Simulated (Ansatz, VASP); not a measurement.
# MgS (Niningerite) in two plane-wave programs, part 2 of 2

Wanted: the spread between two codes on one cell, functional and k mesh. The cell is taken from a series of VASP runs on this material, whose earlier steps may have relaxed, scaled or displaced it; both programs get it as it stands.

VASP 6.6.1 and Ansatz 0.2.0.

So far. Step 2 (VASP: band structure, PBEsol): The run ends at a pressure of -0.03 GPa. Step 5 (Ansatz: single point, PBEsol): The run ends at a pressure of 0.17 GPa.

**6. VASP: single point, PBEsol**

Level of this step: PBEsol; plane waves and PAW (Mg, S) (VASP).

The same cell, functional, mesh and smearing now go to VASP, with its own data sets and cutoff.

Contents of INCAR:

```
SYSTEM = MgS
PREC = Accurate
ENCUT = 400
EDIFF = 1E-06
NELM = 100
ISMEAR = -5
SIGMA = 0.05
LREAL = .FALSE.
ALGO = Normal
GGA = PS
NBANDS = 16
LORBIT = 11
LWAVE = .FALSE.
LCHARG = .FALSE.
KPAR = 2
NEDOS = 2001
```

Contents of POSCAR:

```
MgS
1.0
    0.0000000000      2.5891624412      2.5891624412
    2.5891624412      0.0000000000      2.5891624412
    2.5891624412      2.5891624412      0.0000000000
Mg S
1 1
Direct
    0.0000000000      0.0000000000      0.0000000000
    0.5000000000      0.5000000000      0.5000000000
```

Contents of KPOINTS:

```
Automatic mesh
0
Gamma
11 11 11
0 0 0
```

PAW data sets: Mg and S (PBE family, release 64).

The run is started by

```sh
> mpirun -np 2 vasp_std
```

Numbers of over 12 decimals in the logs are rounded to 6 here.

Log:

```text
[banner, memory and clock lines left out]
running    2 mpi-ranks, on    1 nodes
[...]
[... a notice as in an earlier step ...]

 LDA part: xc-table for (Slater+PW92), standard interpolation
 POSCAR, INCAR and KPOINTS ok, starting setup
[...]
entering main loop
       N       E                     dE             d eps       ncg     rms          rms(c)
DAV:   1     0.144210049245E+02    0.14421E+02   -0.29741E+03  1912   0.328E+02
DAV:   2    -0.858050040604E+01   -0.23002E+02   -0.22119E+02  2448   0.739E+01
DAV:   3    -0.943650199492E+01   -0.85600E+00   -0.85515E+00  2168   0.136E+01
DAV:   4    -0.944023962299E+01   -0.37376E-02   -0.37375E-02  2384   0.104E+00
[...]
DAV:  10    -0.907479907880E+01    0.10925E-04   -0.19041E-04  2312   0.475E-02    0.696E-02
DAV:  11    -0.907479697602E+01    0.21028E-05   -0.52970E-06  2160   0.971E-03    0.226E-02
DAV:  12    -0.907479687263E+01    0.10339E-06   -0.45919E-07  1296   0.283E-03
   1 F= -.90747969E+01 E0= -.90747969E+01  d E =0.000000E+00
```

From OUTCAR (step 6):

```text
  Total       -0.0032890     -0.0032890     -0.0032890      0.0000000     -0.0000000      0.0000000
  in kB       -0.1517960     -0.1517960     -0.1517960      0.0000000     -0.0000000      0.0000000
  external PRESSURE =      -0.1517960 kB  Pullay stress =       0.0000000 kB

 POSITION                                       TOTAL-FORCE (eV/Angst)
 -----------------------------------------------------------------------------------
      0.00000      0.00000      0.00000         0.000000      0.000000      0.000000
      2.58916      2.58916      2.58916        -0.000000     -0.000000     -0.000000
 -----------------------------------------------------------------------------------
    total drift:                               -0.000000     -0.000000      0.000000

  FREE ENERGIE OF THE ION-ELECTRON SYSTEM (eV)
  ---------------------------------------------------
  free  energy   TOTEN  =        -9.0747968726 eV

  energy  without entropy=       -9.0747968726  energy(sigma->0) =       -9.07479687

[... 1 part as in an earlier step ...]

[... 2 further parts left out ...]
[key lines of the parts left out:]
E-fermi :   3.8130
```

The run ends at a pressure of -0.02 GPa.

**7. Side by side**

Compared:

| quantity | Ansatz | VASP | difference |
| --- | --- | --- | --- |
| pressure (GPa) | 0.17 | -0.02 | +0.18 |
| gap on the k mesh (eV) | 2.818 | 2.822 | -0.003 |

A gap on the mesh is an upper bound, since the band edges may lie between its points.

**8. VASP: dielectric response, PBEsol**

The response to a field tests empty states and converges slowly with the mesh.

Contents of INCAR:

```
SYSTEM = MgS
PREC = Accurate
ENCUT = 400
EDIFF = 1E-08
NELM = 100
ISMEAR = 0
SIGMA = 0.01
LREAL = .FALSE.
ALGO = Normal
GGA = PS
NBANDS = 10
LORBIT = 11
LWAVE = .FALSE.
LCHARG = .FALSE.
KPAR = 2
LEPSILON = .TRUE.
```

POSCAR is that of step 6.

KPOINTS is that of step 6.

The run is started by

```sh
> mpirun -np 2 vasp_std
```

Log:

```text
[... set-up lines as in an earlier step ...]
 entering main loop
       N       E                     dE             d eps       ncg     rms          rms(c)
DAV:   1     0.156165675705E+02    0.15617E+02   -0.31993E+03  1200   0.525E+02
DAV:   2    -0.847857934780E+01   -0.24095E+02   -0.22539E+02  1478   0.922E+01
DAV:   3    -0.943496252886E+01   -0.95638E+00   -0.95541E+00  1356   0.198E+01
DAV:   4    -0.944023070768E+01   -0.52682E-02   -0.52679E-02  1334   0.178E+00
[...]
DAV:  13    -0.907479675297E+01    0.57536E-07   -0.46163E-08  1196   0.970E-04    0.161E-04
DAV:  14    -0.907479673717E+01    0.15795E-07   -0.54265E-10   650   0.181E-04    0.303E-05
DAV:  15    -0.907479673564E+01    0.15389E-08   -0.50587E-11   612   0.529E-05
   1 F= -.90747967E+01 E0= -.90747967E+01  d E =-.102127E-57
 Linear response reoptimize wavefunctions to high precision
DAV:   1    -0.907479673547E+01    0.16416E-09   -0.25066E-12   648   0.157E-05
DAV:   2    -0.907479673548E+01   -0.12847E-10   -0.17815E-13   612   0.616E-06
 Linear response G [H, r] |phi>, progress :
  Direction:   1
[...]
RMM:  11    -0.467529965750E+00   -0.74851E-06   -0.25925E-07  3586   0.594E-05    0.209E-05
RMM:  12    -0.467530662284E+00   -0.69653E-06   -0.69582E-09  1978   0.378E-05    0.227E-06
 change of polarisation eV/A/(eV/A) component  2 :     0.262     0.859     0.009
 dielectric tensor                  component  2 :     1.368     5.476     0.047
 Linear response to external field, progress :
  Direction:   3
       N       E                     dE             d eps       ncg     rms          rms(c)
RMM:   1    -0.479438918972E+00   -0.47944E+00   -0.18002E+00  5760   0.279E+00
RMM:   2    -0.486482513923E+00   -0.70436E-02   -0.65992E-03  4130   0.461E-01    0.143E+00
RMM:   3    -0.444852684239E+00    0.41630E-01   -0.38601E-02  4035   0.907E-01    0.717E-01
RMM:   4    -0.454766144625E+00   -0.99135E-02   -0.16944E-02  4172   0.640E-01    0.220E-01
[...]
RMM:  10    -0.467529223830E+00   -0.13667E-04    0.57341E-08  4462   0.316E-04    0.629E-05
RMM:  11    -0.467529970222E+00   -0.74639E-06   -0.17707E-07  3584   0.592E-05    0.209E-05
RMM:  12    -0.467530662781E+00   -0.69256E-06   -0.15670E-08  1938   0.379E-05    0.227E-06
 change of polarisation eV/A/(eV/A) component  3 :     0.056     0.215     0.859
 dielectric tensor                  component  3 :     0.294     1.120     5.476
 Born effective charges drift removed
```

OUTCAR, selected parts (step 8):

```text
  Total       -0.0020558     -0.0020558     -0.0020558      0.0000000      0.0000000      0.0000000
  in kB       -0.0948818     -0.0948818     -0.0948818      0.0000000      0.0000000      0.0000000
  external PRESSURE =      -0.0948818 kB  Pullay stress =       0.0000000 kB

 POSITION                                       TOTAL-FORCE (eV/Angst)
 -----------------------------------------------------------------------------------
      0.00000      0.00000      0.00000         0.000000     -0.000000     -0.000000
      2.58916      2.58916      2.58916        -0.000000      0.000000      0.000000
 -----------------------------------------------------------------------------------
    total drift:                               -0.000000     -0.000000      0.000000

 MACROSCOPIC STATIC DIELECTRIC TENSOR (including local field effects in DFT)
 ------------------------------------------------------
           5.476020     0.000000    -0.000000
           0.000000     5.476020    -0.000000
           0.000000     0.000000     5.476020
 ------------------------------------------------------

[... 1 part as in an earlier step ...]

[... 1 further part left out ...]
```

Energies printed during the response cycles are not total energies of the cell.

**9. Ansatz: dielectric response, PBEsol**

The same cell, functional and mesh now go to Ansatz, which takes its cutoff from its data sets.

The cell is taken from a series of VASP runs on this material, whose earlier steps may have relaxed, scaled or displaced it; both programs get it as it stands.

Contents of input.yaml:

```yaml
crystal:
  lattice:
    - [0.0, 2.5891624412, 2.5891624412]
    - [2.5891624412, 0.0, 2.5891624412]
    - [2.5891624412, 2.5891624412, 0.0]
  atoms:
    - { symbol: Mg, position: [0.0, 0.0, 0.0] }
    - { symbol: S, position: [0.5, 0.5, 0.5] }
hamiltonian:
  xc: pbesol
  pseudopotentials: { kind: paw }
kpoints:
  mp_grid: { grid: [11, 11, 11] }
scf:
  occupations: { method: fixed }
dielectric:
  method: response
```

The run is started by

```sh
> ansatz run input.yaml --threads 2 --pin off --max-ram 4608MiB --backend cpu --events-out ev --progress --plain --runs-dir out
```

Log:

```text
[...]
Crystal: 2 atoms, lattice volume = 34.714 Å³
Basis set: ecut = 420 eV, 645 PW (Γ), exchange–correlation on 50×50×50 points (8 copies of the dense FFT grid, shifted against one another)
Bands: 12, of which v1, the nominal top of the filled ones, is band 8 counted from 1 (7 counted from 0)
Symmetry: 48 space group operations
k-points: 126 of 1331 (irreducible under 8 space group operations, time reversal used)
[...]
site 0:
         2.30856    0.00000    0.00000
         0.00000    2.30856   -0.00000
        -0.00000   -0.00000    2.30856
    site 1:
        -2.30856   -0.00000   -0.00000
        -0.00000   -2.30856    0.00000
         0.00000    0.00000   -2.30856
  Z* charge neutrality: 2.981e-4 e pre-enforcement
  solved inside a basis spanned on kpoints, on 12×12×12 k-points, its susceptibility summed on 16×16×16: ε∞ is read to err by 1.4e-2, Z* by 1.1e-2 e (field_mesh: kpoints solves on kpoints); Z* is corrected for what the basis lacks
[key lines of the parts left out:]
SCF converged after 6 iterations
Free energy (F): -2799.917866 eV
Fermi energy:    6.502306 eV
```

The job ended after 41 s (2 threads of Arm Neoverse N1, shared host; peak memory 0.51 GiB; 80 s of CPU time).

**10. Comparison**

What differs besides the data sets and the points named for the pairs above, as far as they apply: VASP's response is taken on the typed mesh, Ansatz refines its own for the field response alone. Total energies have different zeros and are not compared.

The two programs side by side:

| quantity | Ansatz | VASP | difference |
| --- | --- | --- | --- |
| ε∞ xx | 5.53 | 5.48 | +0.98 % |
| ε∞ yy | 5.53 | 5.48 | +0.98 % |
| ε∞ zz | 5.53 | 5.48 | +0.98 % |
| Born charge of Mg1 (mean of the diagonal) (e) | 2.31 | 2.30 | +0.01 |
| Born charge of S2 (mean of the diagonal) (e) | -2.31 | -2.30 | -0.01 |

**11. What came out**

```
difference in gap over the path points (band structure, PBEsol) : -0.0030 eV
difference in gap on the k mesh (single point, PBEsol)          : -0.0033 eV
difference in ε∞ xx (dielectric response, PBEsol)               : 0.98 %
```

What this shows: The difference in ε∞ xx is 0.98 % (dielectric response, PBEsol), within the 5 % picked in this series as the mark of a large difference. Such differences can come from data sets, numerical settings and the points named under the comparisons, not from the functional's error against experiment.

[Lines on the potential files, build, host, timing and source positions are cut from VASP's logs without a mark.]

[Logs are printed without paths, hosts, clocks, repeated set-up lines and the standing remarks that a program may print on its own settings, such as how far it seeks lower states.]

[Hosts, paths, dates, database ids (printed as entryN), source tags and the programs' standing remarks are cut or masked in the printed files.]
